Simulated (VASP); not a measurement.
Crystal: InH3.

```xyz
4
Lattice="2.9800 0.0000 0.0000 0.0000 2.9800 0.0000 0.0000 0.0000 5.6517" Properties=species:S:1:pos:R:3 pbc="T T T"
In    0.0000    0.0000    0.0000
H     1.4900    0.0000    2.8258
H     0.0000    1.4900    2.8258
H     1.4900    1.4900    2.8258
```

The cell was built by a generator and needn't be a form met in nature.

- Program: VASP 6.6.1
- Task: relaxation of cell and atoms
- Functional: RPBE
- Potentials or basis: VASP PAW PBE potentials, release 64 (In_d, H)
- Cutoff: 600 eV
- k mesh: 9 × 9 × 5
- Occupations: gaussian, width 0.05 eV
- Spin: no spin polarisation

At the start: pressure -4.9 GPa; volume 12.55 Å³/atom.

**Question.** How do energy, volume and symmetry change on relaxing?

**Answer.** Over 11 steps the energy falls by 48.5 meV/atom and the volume is 10.04 Å³/atom (-20.0 %); space group P4/mmm (No. 123, to 0.05 Å).

The path:
| step | energy change (eV) | largest force (eV/Å) | pressure (GPa) | volume (Å³) |
| --- | --- | --- | --- | --- |
| 1 | 0.0000 | 0.0000 | -4.90 | 50.19 |
| 2 | -0.0751 | 0.0000 | -3.66 | 47.45 |
| 3 | -0.1322 | 0.0000 | -1.46 | 44.04 |
| 4 | -0.0741 | 0.0000 | 6.21 | 37.72 |
| 5 | -0.1435 | 0.0000 | -0.32 | 42.43 |
| 6 | -0.1444 | 0.0000 | 0.35 | 41.79 |
| 7 | -0.1786 | 0.0000 | 0.43 | 40.73 |
| 8 | -0.1903 | 0.0000 | 0.79 | 39.92 |
| 9 | -0.1914 | 0.0000 | 0.95 | 39.63 |
| 10 | -0.1917 | 0.0000 | 0.99 | 39.44 |
| 11 | -0.1942 | 0.0000 | 0.02 | 40.17 |

Final structure:
```xyz
4
Lattice="2.8510 0.0000 0.0000 0.0000 2.8510 0.0000 0.0000 0.0000 4.9425" Properties=species:S:1:pos:R:3 pbc="T T T"
In    2.8510    0.0000    0.0000
H     1.4255    0.0000    2.4713
H     2.8510    1.4255    2.4713
H     1.4255    1.4255    2.4713
```

Caveat: the volume moved by over 15 % at a fixed basis, so the end points are rough; the PAW data sets were made with another functional, which shifts forces and pressure a little.
